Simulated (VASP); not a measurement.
Data:

```
CELL_PARAMETERS angstrom
     -1.70848     1.70848     1.70848
      1.70848    -1.70848     1.70848
      1.70848     1.70848    -1.70848
ATOMIC_POSITIONS crystal
  Li 0.00000 0.00000 0.00000
```

The numbers are results of PBE GGA with D4 dispersion, VASP's PBE PAW potentials (set 64) (plane waves; VASP 6.6.1), not measurements. Numerical set-up: 520 eV cut-off, 17×17×17 Γ-centred mesh, tetrahedra with Blöchl corrections, potentials Li_sv.

Task: Predict the energy per atom (σ→0), band gap (on the k-mesh) with the smallest direct gap where there is one.

Result: 
- band gap (on the k-mesh): none (metal, semimetal or under 0.01 eV)
- energy per atom (σ→0): -1.924 eV/atom

Only differences to runs with the same potentials and settings are physical.

The compound is Li in the bcc structure. It was relaxed first, which changed the volume by -6 %.
